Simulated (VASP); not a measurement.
BiSbS4:

```
Sb Bi S
1.0
     0.00000    4.18472    4.18472
     4.18472    0.00000    4.18472
     4.18472    4.18472    0.00000
Sb Bi S
1 1 4
Direct
  0.00000 0.00000 0.00000
  0.25000 0.25000 0.25000
  0.62648 0.62648 0.62648
  0.62648 0.62648 0.12056
  0.62648 0.12056 0.62648
  0.12056 0.62648 0.62648
```

The cell was built by a generator and needn't be a form met in nature.

```yaml
Program: VASP 6.6.1
Task: relaxation of cell and atoms
Functional: PBE
Potentials_or_basis: VASP PAW PBE potentials, release 64 (Sb, Bi_d, S)
Cutoff: 520 eV
k_mesh: 3 × 3 × 3
Occupations: gaussian, width 0.15 eV
Spin: no spin polarisation
```

At the start: pressure -9.6 GPa; volume 24.43 Å³/atom.

How do energy, volume and symmetry change on relaxing?

Over 5 steps the energy falls by 175.7 meV/atom and the volume is 19.74 Å³/atom (-19.2 %); space group F-43m (No. 216, to 0.05 Å).

The path:
```
step  energy change (eV)  largest force (eV/Å)  pressure (GPa)  volume (Å³)
   1              0.0000                0.0797           -9.60       146.57
   2             -1.0531                0.0832            0.19       117.66
   3             -1.0534                0.0833            0.13       117.93
   4             -1.0530                0.0825           -0.17       118.46
   5             -1.0543                0.0621           -0.23       118.46
```

Final structure:
```
CELL_PARAMETERS angstrom
0.00000 3.89802 3.89802
3.89802 0.00000 3.89802
3.89802 3.89802 0.00000
ATOMIC_POSITIONS crystal
Sb 0.00000 0.00000 0.00000
Bi 0.25000 0.25000 0.25000
S 0.62703 0.62703 0.62703
S 0.62703 0.62703 0.11892
S 0.62703 0.11892 0.62703
S 0.11892 0.62703 0.62703
```

Caveat: the k mesh is coarse (spacing up to 0.43 Å⁻¹), so the values aren't converged; the volume moved by over 15 % at a fixed basis, so the end points are rough.
